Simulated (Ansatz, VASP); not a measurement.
## NaLuSbH in VASP and in Ansatz

```
Na Lu Sb H
1.0
     4.11118    0.00000    0.00000
     0.00000    4.11118    0.00000
     0.00000    0.00000    5.76704
Na Lu Sb H
1 1 1 1
Direct
  0.00000 0.00000 0.00000
  0.50000 0.50000 0.50000
  0.50000 0.50000 0.00000
  0.00000 0.00000 0.50000
```

Alike in both runs: functional PBE; k mesh 4 × 4 × 4; occupations gaussian, width 0.1 eV; no spin polarisation.

Ansatz relaxed the structure, and its values are those at the end. VASP's run is a single point on that final structure, the one shown.

|  | VASP | Ansatz |
| --- | --- | --- |
| version | VASP 6.6.1 | Ansatz 0.2.0 |
| potentials or method | VASP PAW PBE potentials, release 64 (Na_pv, Lu, Sb, H) | scalar-relativistic, plane waves, PAW |
| plane-wave cutoff (eV) | 520 | 420 |
| valence electrons in the cell | 38 | 50 |

VASP gave:

| Quantity | Value |
| --- | --- |
| gap on the k mesh at the Fermi level (eV) | none |
| pressure (GPa) | 0.2 |

**Question.** Which values does Ansatz return?

**Answer.** gap on the k mesh at the Fermi level (eV): none; pressure (GPa): 0.1.

A gap of «none» marks a metal or a gap that the smearing closes. With one functional, cell and mesh, what is left measures potentials, basis and numerics. The two sets of potentials don't hold the same shells in valence.

Caveats: the k mesh is coarse (spacing up to 0.38 Å⁻¹), so the values aren't converged. Spin-orbit coupling is left out, which matters for the levels of Lu, Sb.
